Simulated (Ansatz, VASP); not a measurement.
# Ti (Titanium) in two plane-wave programs, part 2 of 2

One calculation is typed for both programs; each brings its own data sets. How far apart do they land? The structure shown is the end of the Ansatz relaxation below.

VASP 6.6.1 and Ansatz 0.2.0.

So far. Step 3 (VASP: single point, LDA, pair 1): The run ends at a pressure of -4.79 GPa.

### Step 6. VASP: single point, LDA, pair 2 (continued)

Level of this step: LDA; plane waves and PAW (Ti_sv) (VASP).

Numbers of over 12 decimals in the logs are rounded to 6 here.

Parts of OUTCAR (step 6):

```text
  Total       -1.4487056     -1.4487056     -1.4489798     -0.0000000     -0.0000000     -0.0000000
  in kB      -68.0071090    -68.0071090    -68.0199822     -0.0000000     -0.0000000     -0.0000000
  external PRESSURE =     -68.0114001 kB  Pullay stress =       0.0000000 kB

 POSITION                                       TOTAL-FORCE (eV/Angst)
 -----------------------------------------------------------------------------------
     -0.00000      1.68698      1.15400         0.000000      0.000000      0.000000
      1.46096      0.84349      3.46201        -0.000000      0.000000      0.000000
 -----------------------------------------------------------------------------------
    total drift:                                0.000000     -0.000000      0.000000

  FREE ENERGIE OF THE ION-ELECTRON SYSTEM (eV)
  ---------------------------------------------------
  free  energy   TOTEN  =       -17.0551812465 eV

  energy  without entropy=      -17.0596463008  energy(sigma->0) =      -17.05666960

[... 1 part as in an earlier step ...]

[... 2 further parts left out ...]
[key lines of the parts left out:]
E-fermi :   8.2880
```

The run ends at a pressure of -6.80 GPa.

### Step 7. Differences

Both answers:

```
      quantity  Ansatz   VASP  difference
pressure (GPa)   -6.69  -6.80       +0.11
```

### Step 8. Ansatz: relaxation, LDA

This run makes the geometry at which the two programs are then compared. The cell compared in this pair holds 28.98 Å³, against 34.13 Å³ for the pair before.

The structure compared here is the end of the Ansatz relaxation.

Input file input.yaml:

```yaml
crystal:
  lattice:
    - [2.7609761953, 0.0, 0.0]
    - [-1.3804880976, 2.3910755244, 0.0]
    - [0.0, 0.0, 4.38952051]
  atoms:
    - { symbol: Ti, position: [0.3333333333, 0.6666666667, 0.25] }
    - { symbol: Ti, position: [0.6666666667, 0.3333333333, 0.75] }
kpoints:
  mp_grid: { grid: [18, 18, 12] }
hamiltonian:
  xc: lda
  pseudopotentials: { kind: paw, azcp: { folder: soft_1 }, xc_functional: pbe }
scf:
  occupations: { method: methfessel_paxton, width: 0.2 }
output:
  forces: true
  stress: true
  eigenvalues: true
relax:
  adjacent_minimum: "off"
  f_tol: 0.001
  max_steps: 60
  cell: { stress_tol: 0.01, fix: [volume] }
```

On the command line:

```console
$ ansatz run input.yaml --threads 4 --pin off --max-ram 10240MiB --backend cpu --events-out ev --progress --plain --runs-dir out
```

Log:

```text
[...]
Crystal: 2 atoms, lattice volume = 28.978 Å³
Basis set: ecut = 420 eV, 573 PW (Γ)
Bands: 16, of which v1, the nominal top of the filled ones, is band 12 counted from 1 (11 counted from 0)
Symmetry: 24 space group operations
[...]
k-points: 259 of 3888
[...]
k-point 258: bands = [... 8 lower, 14.5464, 14.5464, 14.6634, 14.6634, 15.9610, 15.9610, 17.9920, 17.9920]
--- Relaxed structure (3 steps of the walk, 3 accepted, 1 SCFs on fresh bases) ---
[...]
cell:  # Å, volume = 28.9783 Å³
    - [2.759617, -2.8853275844560863e-11, 0.0]
    - [-1.379808, 2.389898, 0.0]
    - [0.0, 0.0, 4.393846]
  atoms:
    - { symbol: Ti, position: [0.333333, 0.666667, 0.25] }
    - { symbol: Ti, position: [0.666667, 0.333333, 0.75] }
[key lines of the parts left out:]
SCF converged after 4 iterations
Free energy (F): -4900.466471 eV
Fermi energy:    16.045023 eV
P = ⅓ Tr σ = 16.0212 GPa (160.212 kbar)
```

### Step 9. VASP: single point, LDA, pair 3

The same cell, functional (in two slightly different forms), mesh and smearing now go to VASP, with its own data sets.

Input file INCAR:

```
SYSTEM = Ti
PREC = Accurate
ENCUT = 500
EDIFF = 1E-06
NELM = 120
ISMEAR = 1
SIGMA = 0.2
LREAL = .FALSE.
ALGO = Normal
GGA = CA
NBANDS = 18
LASPH = .TRUE.
LORBIT = 11
LWAVE = .FALSE.
LCHARG = .FALSE.
ISIF = 2
GGA_COMPAT = .FALSE.
KPAR = 2
```

Input file POSCAR:

```
Ti
1.0
    2.7596169948      0.0000000000      0.0000000000
   -1.3798084974      2.3898984222      0.0000000000
    0.0000000000      0.0000000000      4.3938455362
Ti
2
Direct
    0.3333333333      0.6666666667      0.2500000000
    0.6666666667      0.3333333333      0.7500000000
```

Input file KPOINTS:

```
Automatic mesh
0
Gamma
18 18 12
0 0 0
```

Potentials, in the order of the species: Ti_sv (LDA family, release 64).

On the command line:

```console
$ mpirun -np 2 vasp_std
```

Log:

```text
[... set-up lines as in an earlier step ...]
 entering main loop
       N       E                     dE             d eps       ncg     rms          rms(c)
DAV:   1     0.251020897740E+03    0.25102E+03   -0.12939E+04  9372   0.167E+03
DAV:   2     0.104760509939E+02   -0.24054E+03   -0.23721E+03  9498   0.452E+02
DAV:   3    -0.174859357995E+02   -0.27962E+02   -0.27582E+02 17424   0.126E+02
DAV:   4    -0.184539015014E+02   -0.96797E+00   -0.96716E+00 10546   0.250E+01
[...]
DAV:  11    -0.169533108817E+02    0.23439E-04   -0.28943E-04 12912   0.150E-01    0.272E-02
DAV:  12    -0.169533021741E+02    0.87076E-05   -0.24303E-05 11268   0.514E-02    0.466E-03
DAV:  13    -0.169533013750E+02    0.79914E-06   -0.19013E-06  7410   0.173E-02
   1 F= -.16953301E+02 E0= -.16953871E+02  d E =0.170814E-02
```

OUTCAR, selected parts (step 9):

```text
  Total        2.8230080      2.8230080      2.8304535      0.0000000      0.0000000      0.0000000
  in kB      156.0808596    156.0808596    156.4925135      0.0000000      0.0000000      0.0000000
  external PRESSURE =     156.2180776 kB  Pullay stress =       0.0000000 kB

 POSITION                                       TOTAL-FORCE (eV/Angst)
 -----------------------------------------------------------------------------------
     -0.00000      1.59327      1.09846         0.000000     -0.000000      0.000000
      1.37981      0.79663      3.29538        -0.000000      0.000000      0.000000
 -----------------------------------------------------------------------------------
    total drift:                               -0.000000      0.000000     -0.000000

  FREE ENERGIE OF THE ION-ELECTRON SYSTEM (eV)
  ---------------------------------------------------
  free  energy   TOTEN  =       -16.9533013750 eV

  energy  without entropy=      -16.9550095121  energy(sigma->0) =      -16.95387075

[... 1 part as in an earlier step ...]

[... 2 further parts left out ...]
[key lines of the parts left out:]
E-fermi :  10.1660
```

The run ends at a pressure of 15.62 GPa.

### Step 10. Differences

The two programs side by side:

```
      quantity  Ansatz   VASP  difference
pressure (GPa)   16.02  15.62       +0.40
```

### Step 11. Results

```
difference in pressure (single point, LDA, pair 1) : 0.13 GPa
difference in pressure (single point, LDA, pair 2) : 0.11 GPa
difference in pressure (single point, LDA, pair 3) : 0.40 GPa
```

**Reading.** The difference in pressure is 0.40 GPa (single point, LDA, pair 3), within the 1 GPa picked in this series as the mark of a large difference. 13 further runs of this series are not shown here. Such differences can come from data sets, numerical settings and the points named under the comparisons, not from the functional's error against experiment.

[Lines on the potential files, build, host, timing and source positions are cut from VASP's logs without a mark.]

[Logs are printed without paths, hosts, clocks, repeated set-up lines and the standing remarks that a program may print on its own settings, such as how far it seeks lower states.]

[Hosts, paths, dates, database ids (printed as entryN), source tags and the programs' standing remarks are cut or masked in the printed files.]
